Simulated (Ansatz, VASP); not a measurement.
# CaCu3 in two plane-wave programs, part 2 of 2

One calculation is typed for both programs; each brings its own data sets. How far apart do they land? The cell is generated by rule, not measured, and may not be a known phase. The cell is taken from a series of runs on this material, whose earlier steps may have relaxed, scaled, displaced or heated it; both programs get it as it stands.

VASP 6.6.1 and Ansatz 0.2.0.

So far: The structure; VASP: zone-centre phonons, LDA.

The structure was built from a prototype and need not be the compound's stable phase.

## (3) Ansatz: zone-centre phonons, LDA

Level of this step: Ansatz beside VASP: Kohn-Sham DFT, plane waves, LDA (Ansatz).

Ansatz runs on its default PAW (the set named soft_2) files.

The same cell, functional (in two slightly different forms), mesh and smearing now go to Ansatz, which takes its cutoff from its data sets.

input.yaml

```yaml
crystal:
  lattice:
    - [3.9107714151, 0.0, 0.0]
    - [0.0, 3.9107714151, 0.0]
    - [0.0, 0.0, 3.9107714151]
  atoms:
    - { symbol: Ca, position: [0.0, 0.0, 0.0] }
    - { symbol: Cu, position: [0.0, 0.5, 0.5] }
    - { symbol: Cu, position: [0.5, 0.0, 0.5] }
    - { symbol: Cu, position: [0.5, 0.5, 0.0] }
kpoints:
  mp_grid: { grid: [12, 12, 12] }
hamiltonian:
  xc: lda
scf:
  occupations: { method: methfessel_paxton, width: 0.2 }
output:
  eigenvalues: true
phonons:
  method: dfpt
```

Run with:

```bash
ansatz run input.yaml --threads 8 --pin off --max-ram 14336MiB --backend cpu --events-out ev --progress --plain --runs-dir out
```

Numbers of over 12 decimals in the logs are rounded to 6 here.

What it wrote:

```text
zone centre: on kpoints.mp_grid the ground state, and the responses unless they are solved on pairs of k-points, stand on 343 of the mesh's 1728 k-points, reduced under 8 symmetry operations, with k and −k counted as one. Each operation leaves every solved displacement unchanged or reverses it
Engine: ansatz 0.2.0, aarch64-unknown-linux-gnu
Pseudopotentials: kind: paw
Pseudopotential: Ca, paw, valence charge 10, recommended cutoff 420 eV (normal), Ca.paw.azcp
Pseudopotential: Cu, paw, valence charge 19, recommended cutoff 420 eV (normal), Cu.paw.azcp
Functional definition: SPW92
  exchange = slater_x
  correlation = pw_c
Crystal: 4 atoms, lattice volume = 59.812 Å³
Basis set: ecut = 420 eV, 1189 PW (Γ), exchange–correlation on 54×54×54 points (8 copies of the dense FFT grid, shifted against one another)
Bands: 41, of which v1, the nominal top of the filled ones, is band 34 counted from 1 (33 counted from 0)
Symmetry: 48 space group operations
k-points: 343 of 1728 (irreducible under 8 space group operations)
Non-local potential: Ca, projectors of the file, l = 0: 3, l = 1: 2, l = 2: 2
Non-local potential: Cu, projectors of the file, l = 0: 3, l = 1: 2, l = 2: 3, l = 3: 1
PAW form: soft (Blöchl's): semilocal exchange-correlation on the pseudo side does not see the compensation charge
PAW frozen core: Ca, regenerated for the run's functional, and the local potential with it (the file was generated under x = pbe(κ = 0.804, μ = 0.219515), c = pbe(β = 0.066725))
PAW frozen core: Cu, regenerated for the run's functional, and the local potential with it (the file was generated under x = pbe(κ = 0.804, μ = 0.219515), c = pbe(β = 0.066725))
PAW one-centre angular grid: Ca, 110 points (default); XC on 64 Gauss nodes
PAW one-centre angular grid: Cu, 590 points (default); XC on 64 Gauss nodes
Initial density: superposition of atomic densities (neutral atoms: chi_scale 0, normalization atom), corrected by the library's trained network
Initial wavefunctions: pseudopotential atomic-orbital guess
Functional: x = slater, c = lda
SCF iter   1: F=—  HF=-21438.934387 eV  |F-HF|=—  |Δ(HF+E_count)|=         —  Δρ=1.67e-2  dr2=7.52e-2  ethr=1.77e-3  ⟨swp⟩=8.0  Hψ=60356  notcnv=0
preconditioner: auto → Kerker (q_TF=auto, 2.780 Å⁻¹)  [metal: Δε(μ)=0.019 eV  Ē_g=9.679 eV  σ=0.200 eV  W_gap=0.08  n_scr=18 (ndim 8)  ℏωp=30.7 eV  f_vac=0.000  D(μ)=1.75/eV (n_scr^D=18)]
SCF iter   2: F=—  HF=-21438.913889 eV  |F-HF|=—  |Δ(HF+E_count)|=   2.05e-2  S|Δr|=    0.00e0  Δρ=3.57e-3  dr2=3.54e-3  ethr=1.12e-4  ⟨swp⟩=2.0  Hψ=22263  notcnv=0  defer=1
SCF iter   3: F=—  HF=-21438.913289 eV  |F-HF|=—  |Δ(HF+E_count)|=   6.00e-4  S|Δr|=    0.00e0  Δρ=2.14e-3  dr2=1.35e-3  ethr=5.29e-6  ⟨swp⟩=1.7  Hψ=14239  notcnv=0  defer=1
SCF iter   4: F=—  HF=-21438.912779 eV  |F-HF|=—  |Δ(HF+E_count)|=   5.11e-4  S|Δr|=    0.00e0  Δρ=2.34e-4  dr2=3.21e-5  ethr=2.02e-6  ⟨swp⟩=2.0  Hψ=19622  notcnv=0  defer=1
SCF iter   5: F=—  HF=-21438.912800 eV  |F-HF|=—  |Δ(HF+E_count)|=   2.14e-5  S|Δr|=    0.00e0  Δρ=1.17e-4  dr2=1.37e-5  ethr=4.80e-8  ⟨swp⟩=2.0  Hψ=19629  notcnv=0  defer=1
SCF iter   6: F=—  HF=-21438.912793 eV  |F-HF|=—  |Δ(HF+E_count)|=   7.37e-6  S|Δr|=    0.00e0  Δρ=2.43e-5  dr2=7.09e-7  ethr=2.04e-8  ⟨swp⟩=2.1  Hψ=19771  notcnv=0  defer=1
SCF iter   7: F=—  HF=-21438.912795 eV  |F-HF|=—  |Δ(HF+E_count)|=   1.98e-6  S|Δr|=    0.00e0  Δρ=1.15e-5  dr2=4.92e-8  ethr=1.06e-9  ⟨swp⟩=2.0  Hψ=20631  notcnv=0  defer=1
SCF iter   8: F=—  HF=-21438.912795 eV  |F-HF|=—  |Δ(HF+E_count)|=   3.29e-9  S|Δr|=    0.00e0  Δρ=2.74e-6  dr2=4.78e-9  ethr=7.35e-11  ⟨swp⟩=2.0  Hψ=19894  notcnv=0  defer=1
SCF iter   9: F=—  HF=-21438.912795 eV  |F-HF|=—  |Δ(HF+E_count)|=  9.39e-10  S|Δr|=    0.00e0  Δρ=5.09e-7  dr2=2.38e-10  ethr=7.14e-12  ⟨swp⟩=2.0  Hψ=18111  notcnv=0  defer=1
SCF iter  10: F=-21438.912795 eV  HF=-21438.912795 eV  |F-HF|=3.64e-12  |Δ(HF+E_count)|=  5.46e-11  S|Δr|=    0.00e0  Δρ=9.98e-8  dr2=7.25e-12  ethr=1.00e-12  ⟨swp⟩=8.2  Hψ=73708  notcnv=0
SCF 1 converged in 10 iterations: F = -21438.912795 eV  dr2 = 7.25e-12
  greatest PAW one-centre occupation: 1.000 electrons in one spin orbital (limit 2), on the Cu atom at site 3 (counted from 0), in its partial waves of l = 0
DFPT response loops at Γ: preconditioner auto → Kerker (q_TF=auto, 2.780 Å⁻¹) (partly filled bands, converged f_vac=0.000); β = 1.00, the filter's whole step (`scf.mixing.beta` (0.50) is not read by the response loops under this deck's `scf.mixing.preconditioner`; to damp them name `kerker` or `kerker_dos`, under which they read `scf.mixing.beta`, and type it under 1.00, their step now; both keys bind the ground state too); Broyden in place of MSR1
SCF converged after 10 iterations
Stability not checked: this state was not tested for a lower state beside it, because cold or Methfessel-Paxton smearing, or corrected tetrahedra, fill the levels in a way that the test cannot read (fill_not_monotonic; see scf.lower_state_search)
Free energy (F): -21438.912795 eV
Harris-Foulkes:  -21438.912795 eV  (|F-HF|=3.64e-12)
Internal energy: -21438.914077 eV  (E = F + TS)
E sigma→0 (E₀):  -21438.913115 eV
Entropy (-TS):   0.001282 eV (0.321 meV/atom)
Fermi energy:    13.398445 eV
Step filling:    the computed levels leave a gap of 0.0263 eV = 0.1 smearing widths at the electron count; against every level under it full and every level over it empty, smearing changes F+E_penalty+E_count by +0.788 meV and its σ→0 estimate by +0.467 meV
--- Per-component energies (eV) ---
  E_band       = -1348.581751
  E_kinetic    = 1184.970671
  E_local      = -14459.808514  (includes V_loc(G=0)·N_el)
  E_nonlocal   = 1250.944329
  E_hartree    = 6309.385407
  E_xc         = -402.784733
  E_vxc        = -517.016928  (∫ρ·V_xc dr)
  E_paw        = -5598.342902  (= ΣΔE_a)
  E_vpaw       = -1426.442906  (= ΣTr[D̂ρ^β])
  E_aug_tail   = 0.000832  (compensation charges beyond the density's cutoff)
  E_ewald      = -9724.911314
  E_core_change = 1.632146  (= ΣΔE_core)
  E_smearing   = 0.001282  (= −TS)
  E_closure    = 0.000000  (closes the sum)
  Σ components = -21438.912795   (vs F -21438.912795, Δ=0.00e0)
--- Band table (eV; the first three rows and the last of 343) ---
  k-point 0: bands = [... 30 lower, 11.2781, 11.2781, 15.1574, 15.1574, 15.2525, 15.2525, 15.2525, 18.5838, ... 3 higher]
  k-point 1: bands = [... 30 lower, 11.2244, 11.2782, 14.2316, 15.1621, 15.2628, 15.2628, 16.0162, 18.5761, ... 3 higher]
  k-point 2: bands = [... 30 lower, 11.0787, 11.2783, 13.1799, 15.1761, 15.2690, 15.2690, 16.6610, 18.5682, ... 3 higher]
  k-point 342: bands = [... 30 lower, 11.1308, 12.2854, 13.6107, 13.6107, 13.6107, 13.7234, 13.7234, 13.7234, ... 3 higher]
--- Phonons (Γ-DFPT): 3 representative perturbations + reference, on 343 of 1728 k-points (Σ response iterations 11) ---
  k mesh reduced under 8 symmetry operations, with k and −k counted as one. Each operation leaves every solved displacement unchanged or reverses it
  ASR residual: 9.866e-5 → 0.000e0 eV/Å²; symmetrization residual: 7.876e-6 eV/Å²
  ASR residual per site (eV/Å²): 9.87e-5 6.04e-5 6.04e-5 6.04e-5
  Γ frequencies (cm⁻¹): -48.49 -48.49 -48.49 0.00 0.00 0.00 143.74 143.74 143.74 258.06 258.06 258.06
  non-analytic LO–TO correction: not included (Born effective charges unavailable; polar crystals: no LO–TO splitting at Γ)
```

## (4) Differences

Known differences besides the potentials themselves: the two LDA forms differ slightly; the data sets hold 67 valence electrons in Ansatz (on its default PAW (the set named soft_2) files) and 43 in VASP; the cutoff is 420 eV in Ansatz and 600 eV in VASP; VASP's log shows a relativistic correction to its local exchange, Ansatz's none. Total energies have different zeros and are not compared.

The two programs side by side:

```csv
quantity,Ansatz,VASP,difference
"optical mode 1 to 3 (imaginary, printed as negative) (cm⁻¹)",-48.5,-48.5,0.0
optical mode 4 to 6 (cm⁻¹),143.7,144.1,-0.24 %
optical mode 7 to 9 (cm⁻¹),258.1,259.6,-0.61 %
```

Modes are paired by rising frequency, not by their patterns, so a pair may set unlike modes beside each other; they are those without the splitting of longitudinal modes.

## (5) What came out

```yaml
r_m_s_difference_of_the_optical_zone_centre_modes_each_program_s_sorted_by_frequency_zone_centre_phonons_lda: 0.94 cm⁻¹
difference_in_optical_mode_7_to_9_zone_centre_phonons_lda: -0.6 %
```

**Reading.** The r.m.s. difference of the optical zone-centre modes, each program's sorted by frequency is 0.94 cm⁻¹ (zone-centre phonons, LDA). The data sets hold unlike numbers of valence electrons (67 in Ansatz and 43 in VASP), so part of the differences comes from the potentials. Among the rows given in per cent, the largest difference of the zone-centre phonons, LDA pair is in optical mode 7 to 9, -0.6 %. Such differences can come from data sets, numerical settings and the points named under the comparisons, not from the functional's error against experiment.

[Lines on the potential files, build, host, timing and source positions are cut from VASP's logs without a mark.]

[Logs are printed without paths, hosts, clocks, repeated set-up lines and the standing remarks that a program may print on its own settings, such as how far it seeks lower states.]

[Hosts, paths, dates, database ids (printed as entryN), source tags and the programs' standing remarks are cut or masked in the printed files.]
